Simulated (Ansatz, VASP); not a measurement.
**Al2Si2As4WSeS (Al2SSe under WSi2As4, AA') in two plane-wave programs**

One calculation is typed for both programs; each brings its own data sets. How far apart do they land? The cell is taken from a series of runs on this material, whose earlier steps may have relaxed, scaled, displaced or heated it; both programs get it as it stands.

Program: Ansatz 0.2.0. Level of theory: plane waves, with VASP 6.6.1 beside it; single point at PBE, spin-orbit coupling. Results are calculated unless marked as measured.

## (1) The structure

The cell holds 11 atoms: 1 Se, 2 Al, 1 S, 4 As, 2 Si and 1 W. Cell: a = 3.585 Å, b = 3.585 Å, c = 36.512 Å, α = 90.0°, β = 90.0°, γ = 120.0°. Vacuum lies along c.

## (2) VASP: single point, PBE, spin-orbit coupling

A single point gives forces, pressure and levels at one fixed geometry, so differences don't come from the geometry; what else differs is listed under the comparison.

Lines of VASP's logs that name or quote its potential files are left out, and so is its time.

INCAR

```
SYSTEM = Al2Si2As4WSeS
PREC = Accurate
ENCUT = 520
EDIFF = 1E-06
NELM = 200
ISMEAR = -1
SIGMA = 0.02585
LREAL = .FALSE.
ALGO = Normal
GGA = PE
LNONCOLLINEAR = .TRUE.
MAGMOM = 0 0 0 0 0 0 0 0 0 0 0 0 0 0 0 0 0 0 0 0 0 0 0 0 0 0 0 0 0 0 0 0 0
NBANDS = 74
GGA_COMPAT = .FALSE.
LASPH = .TRUE.
LSORBIT = .TRUE.
LMAXMIX = 4
LORBIT = 11
LWAVE = .FALSE.
LCHARG = .FALSE.
ISIF = 2
LDIPOL = .TRUE.
IDIPOL = 3
DIPOL = 0.5 0.5 0.512
LVHAR = .TRUE.
EFERMI = MIDGAP
NELMDL = -8
KPAR = 2
```

POSCAR

```
Al2Si2As4WSeS
1.0
    3.5845234335      0.0000000000      0.0000000000
   -1.7922617168      3.1042883539      0.0000000000
    0.0000000000      0.0000000000     36.5116777830
Se Al S As Si W
1 2 1 4 2 1
Direct
    0.3333333333      0.6666666667      0.2464964786
    1.0000000000      0.0000000000      0.2805552744
    1.0000000000      0.0000000000      0.3509515034
    0.3333333333      0.6666666667      0.3798686576
    0.3333333333      0.6666666667      0.4818894310
    1.0000000000      0.0000000000      0.5767533402
    1.0000000000      0.0000000000      0.6586046457
    0.3333333333      0.6666666667      0.7535035214
    1.0000000000      0.0000000000      0.5125410195
    1.0000000000      0.0000000000      0.7228410305
    0.3333333333      0.6666666667      0.6176798191
```

KPOINTS

```
Automatic mesh
0
Gamma
12 12 1
0 0 0
```

PAW data sets: Se, Al, S, As, Si and W (PBE family, release 64).

The run is started by

```sh
$ mpirun -np 2 vasp_ncl
```

Numbers of over 12 decimals in the logs are rounded to 6 here.

What it wrote:

```text
[banner, memory and clock lines left out]
running    2 mpi-ranks, on    1 nodes
 distrk:  each k-point on    1 cores,    2 groups
 distr:  one band on    1 cores,    1 groups

 POSCAR found type information on POSCAR SeAlS AsSiW
 POSCAR found :  6 types and      11 ions
 LDA part: xc-table for (Slater+PW92), standard interpolation
 POSCAR, INCAR and KPOINTS ok, starting setup
 FFT: planning ... GRIDC
 FFT: planning ... GRID_SOFT
 FFT: planning ... GRID
 WAVECAR not read
 entering main loop
       N       E                     dE             d eps       ncg     rms          rms(c)
DAV:   1     0.285678154988E+03    0.28568E+03   -0.18561E+04  4660   0.110E+03
DAV:   2    -0.256176958075E+02   -0.31130E+03   -0.29693E+03  6160   0.202E+02
DAV:   3    -0.613067597493E+02   -0.35689E+02   -0.35077E+02  5712   0.685E+01
DAV:   4    -0.628619411833E+02   -0.15552E+01   -0.15447E+01  6400   0.154E+01
DAV:   5    -0.629130359671E+02   -0.51095E-01   -0.51034E-01  6272   0.275E+00
DAV:   6    -0.629152378197E+02   -0.22019E-02   -0.22012E-02  6896   0.558E-01
DAV:   7    -0.629153123717E+02   -0.74552E-04   -0.74541E-04  6824   0.922E-02
DAV:   8    -0.629153142595E+02   -0.18878E-05   -0.18874E-05  6560   0.128E-02    0.216E+01
DAV:   9    -0.615573908818E+02    0.13579E+01   -0.45438E+00  6550   0.749E+00    0.910E+00
DAV:  10    -0.613230695665E+02    0.23432E+00   -0.19384E+00  6542   0.716E+00    0.605E+00
DAV:  11    -0.611796626612E+02    0.14341E+00   -0.47067E-01  6108   0.376E+00    0.878E-01
DAV:  12    -0.611850534341E+02   -0.53908E-02   -0.98090E-02  5366   0.132E+00    0.519E-01
DAV:  13    -0.611829797207E+02    0.20737E-02   -0.10286E-02  6252   0.510E-01    0.292E-01
DAV:  14    -0.611830275410E+02   -0.47820E-04   -0.35735E-03  5464   0.243E-01    0.148E-01
[...]
DAV:  23    -0.611834610870E+02   -0.20395E-04   -0.88990E-07  4278   0.344E-03    0.229E-03
DAV:  24    -0.611834800908E+02   -0.19004E-04   -0.12916E-06  4260   0.355E-03    0.118E-03
DAV:  25    -0.611834837937E+02   -0.37029E-05   -0.14062E-07  3856   0.155E-03    0.904E-04
DAV:  26    -0.611834872836E+02   -0.34899E-05   -0.13624E-07  3764   0.122E-03    0.644E-04
DAV:  27    -0.611834896337E+02   -0.23500E-05   -0.92482E-08  3652   0.864E-04    0.377E-04
DAV:  28    -0.611834924303E+02   -0.27966E-05   -0.59157E-08  3362   0.661E-04    0.266E-04
DAV:  29    -0.611834939633E+02   -0.15330E-05   -0.32424E-08  3282   0.445E-04    0.177E-04
DAV:  30    -0.611834947320E+02   -0.76868E-06   -0.12048E-08  3194   0.282E-04
   1 F= -.61183495E+02 E0= -.61183494E+02  d E =-.155974E-05  mag=    -0.0000     0.0000    -0.0000
```

From OUTCAR (step 2):

```text
ion  position               nearest neighbor table
   1  0.333  0.667  0.246-   2 2.41   2 2.41   2 2.41
   2  0.000  0.000  0.281-   1 2.41   1 2.41   1 2.41   3 2.57
   3  0.000  0.000  0.351-   4 2.32   4 2.32   4 2.32   2 2.57
   4  0.333  0.667  0.380-   3 2.32   3 2.32   3 2.32
   5  0.333  0.667  0.482-   9 2.35   9 2.35   9 2.35
   6  0.000  0.000  0.577-   9 2.34  11 2.55  11 2.55  11 2.55
   7  0.000  0.000  0.659-  10 2.35  11 2.55  11 2.55  11 2.55
   8  0.333  0.667  0.754-  10 2.35  10 2.35  10 2.35
   9  0.000  0.000  0.513-   6 2.34   5 2.35   5 2.35   5 2.35
  10  0.000  0.000  0.723-   7 2.35   8 2.35   8 2.35   8 2.35
  11  0.333  0.667  0.618-   7 2.55   7 2.55   7 2.55   6 2.55   6 2.55   6 2.55

  LATTYP: Found a hexagonal cell.
 ALAT       =     3.5845234335
 C/A-ratio  =    10.1859224693

 Subroutine GETGRP returns: Found  6 space group operations
 (whereof  6 operations were pure point group operations)

The static configuration has the point symmetry C_3v.

 Found     31 irreducible k-points:

   k-points           NKPTS =     31   k-points in BZ     NKDIM =     31   number of bands    NBANDS=     74

   dimension x,y,z NGX =    28 NGY =   28 NGZ =  280
   dimension x,y,z NGXF=    56 NGYF=   56 NGZF=  560

   ENCUT  =  520.0 eV  38.22 Ry    6.18 a.u.   6.66  6.66 67.89*2*pi/ulx,y,z

   NELECT =      52.0000    total number of electrons

 k-points in reciprocal lattice and weights: Automatic mesh
   0.00000000  0.00000000  0.00000000       0.007
   0.08333333  0.00000000  0.00000000       0.021
  -0.08333333 -0.00000000  0.00000000       0.021
   0.16666667 -0.00000000  0.00000000       0.021
  -0.16666667  0.00000000  0.00000000       0.021
   0.25000000 -0.00000000  0.00000000       0.021
  -0.25000000  0.00000000  0.00000000       0.021
   0.33333333  0.00000000  0.00000000       0.021
  -0.33333333  0.00000000  0.00000000       0.021
[...]
-0.33333333 -0.25000000  0.00000000       0.042
   0.33333333  0.33333333  0.00000000       0.014

 dipolmoment           0.000000      0.000000      0.007798 electrons x Angstroem

 average (electrostatic) potential at core
       1 -57.5460       2 -79.8568       3 -80.2041       4 -91.2709       5 -53.5105
       6 -53.4317       7 -53.4333       8 -53.4941       9 -88.9973      10 -88.9835
      11 -44.6215

 E-fermi :   1.3287

 k-point     1 :       0.0000    0.0000    0.0000
  band No.  band energies     occupation
    ...
     48       0.3270      1.00000
     49       0.4334      1.00000
     50       0.4334      1.00000
     51       0.7739      1.00000
     52       0.7739      1.00000
     53       3.0671      0.00000
     54       3.0671      0.00000
     55       3.4932      0.00000
     56       3.4932      0.00000
     57       3.5005      0.00000
    ...

 k-point     2 :       0.0833    0.0000    0.0000
  band No.  band energies     occupation
    ...
     48       0.0720      1.00000
     49       0.1896      1.00000
     50       0.1932      1.00000
     51       0.7578      1.00000
     52       0.7616      1.00000
     53       3.2821      0.00000
     54       3.2856      0.00000
     55       3.3502      0.00000
     56       3.3559      0.00000
     57       3.5108      0.00000
    ...

 k-point     3 :      -0.0833   -0.0000    0.0000
  band No.  band energies     occupation
    ...
     48       0.0720      1.00000
     49       0.1896      1.00000
     50       0.1932      1.00000
     51       0.7578      1.00000
     52       0.7616      1.00000
     53       3.2821      0.00000
     54       3.2856      0.00000
     55       3.3502      0.00000
     56       3.3559      0.00000
     57       3.5108      0.00000
    ...

  Total        3.7278075      3.7278075      3.4430322     -0.0000000      0.0000000      0.0000000
  in kB       14.7007261     14.7007261     13.5777060     -0.0000000      0.0000000      0.0000000
  external PRESSURE =      14.3263861 kB  Pullay stress =       0.0000000 kB

  energy-cutoff  :      520.00
  volume of cell :      406.28
      direct lattice vectors                 reciprocal lattice vectors
     3.584523433  0.000000000  0.000000000     0.278977113  0.161067511  0.000000000
    -1.792261717  3.104288354  0.000000000     0.000000000  0.322135023  0.000000000
     0.000000000  0.000000000 36.511677783     0.000000000  0.000000000  0.027388498

 POSITION                                       TOTAL-FORCE (eV/Angst)
 -----------------------------------------------------------------------------------
     -0.00000      2.06953      9.00000         0.000000      0.000000     -0.102574
      0.00000      0.00000     10.24354        -0.000000      0.000000     -0.048389
      0.00000      0.00000     12.81383        -0.000000      0.000000      0.033612
     -0.00000      2.06953     13.86964        -0.000000     -0.000000     -0.009149
     -0.00000      2.06953     17.59459        -0.000000      0.000000     -0.103292
      0.00000      0.00000     21.05823        -0.000000     -0.000000      0.073507
      0.00000      0.00000     24.04676        -0.000000      0.000000     -0.065769
     -0.00000      2.06953     27.51168         0.000000     -0.000000      0.185778
      0.00000      0.00000     18.71373        -0.000000      0.000000     -0.049963
      0.00000      0.00000     26.39214        -0.000000      0.000000      0.082268
     -0.00000      2.06953     22.55253        -0.000000      0.000000      0.003972
 -----------------------------------------------------------------------------------
    total drift:                                0.000001     -0.000000     -0.000202

  FREE ENERGIE OF THE ION-ELECTRON SYSTEM (eV)
  ---------------------------------------------------
  free  energy   TOTEN  =       -61.1834947320 eV

  energy  without entropy=      -61.1834931723  energy(sigma->0) =      -61.18349395

 vacuum level on the upper side and lower side of the slab         5.710         5.583

 Spin-Orbit-Coupling matrix elements
 Ion:    1  E_soc:     -0.0357233
 Ion:    2  E_soc:     -0.0002132
 Ion:    3  E_soc:     -0.0001199
 Ion:    4  E_soc:     -0.0016740
 Ion:    5  E_soc:     -0.0225274
 Ion:    6  E_soc:     -0.0283075
 Ion:    7  E_soc:     -0.0282856
 Ion:    8  E_soc:     -0.0225257
 Ion:    9  E_soc:     -0.0005136
 Ion:   10  E_soc:     -0.0005130
 Ion:   11  E_soc:     -0.3239468

 total charge
# of ion       s       p       d       tot
------------------------------------------
    1        1.462   2.446   0.035   3.943
    2        0.414   0.371   0.000   0.785
    3        0.403   0.360   0.000   0.763
    4        1.336   2.441   0.000   3.777
    5        1.259   1.537   0.048   2.844
    6        1.200   1.593   0.069   2.862
    7        1.199   1.593   0.069   2.862
    8        1.258   1.536   0.047   2.841
    9        0.760   0.874   0.000   1.634
   10        0.760   0.874   0.000   1.634
   11        0.530   0.554   4.169   5.252
--------------------------------------------------
tot         10.580  14.179   4.437  29.196

 magnetization (x)
# of ion       s       p       d       tot
------------------------------------------
    1        0.000   0.000   0.000   0.000
    2        0.000   0.000   0.000   0.000
    3        0.000  -0.000   0.000  -0.000
    4       -0.000   0.000   0.000   0.000
    5        0.000   0.000   0.000   0.000
    6        0.000   0.000   0.000   0.000
    7        0.000   0.000   0.000   0.000
    8        0.000   0.000  -0.000  -0.000
    9        0.000  -0.000   0.000   0.000
   10        0.000   0.000   0.000   0.000
   11        0.000   0.000   0.000   0.000
--------------------------------------------------
tot          0.000   0.000  -0.000   0.000

 magnetization (y)
# of ion       s       p       d       tot
------------------------------------------
    1        0.000   0.000   0.000   0.000
    2        0.000   0.000   0.000   0.000
    3       -0.000   0.000   0.000  -0.000
    4        0.000   0.000   0.000   0.000
    5        0.000  -0.000  -0.000  -0.000
    6        0.000   0.000   0.000   0.000
    7        0.000   0.000   0.000   0.000
    8        0.000   0.000  -0.000   0.000
    9        0.000   0.000   0.000   0.000
   10        0.000   0.000   0.000   0.000
   11        0.000   0.000   0.000   0.000
--------------------------------------------------
tot         -0.000   0.000   0.000   0.000

 magnetization (z)
# of ion       s       p       d       tot
------------------------------------------
    1       -0.000   0.000   0.000   0.000
    2        0.000   0.000   0.000   0.000
    3        0.000  -0.000   0.000   0.000
    4        0.000  -0.000   0.000  -0.000
    5        0.000   0.000  -0.000   0.000
    6       -0.000   0.000   0.000  -0.000
    7       -0.000   0.000   0.000  -0.000
    8        0.000   0.000  -0.000  -0.000
    9       -0.000   0.000   0.000  -0.000
   10        0.000   0.000   0.000   0.000
   11        0.000   0.000   0.000   0.000
--------------------------------------------------
tot         -0.000   0.000   0.000   0.000

[... 3 further parts left out ...]
```

(Continued in part 2 of 2.)

[Lines on the potential files, build, host, timing and source positions are cut from VASP's logs without a mark.]

[Logs are printed without paths, hosts, clocks, repeated set-up lines and the standing remarks that a program may print on its own settings, such as how far it seeks lower states.]

[Hosts, paths, dates, database ids (printed as entryN), source tags and the programs' standing remarks are cut or masked in the printed files.]
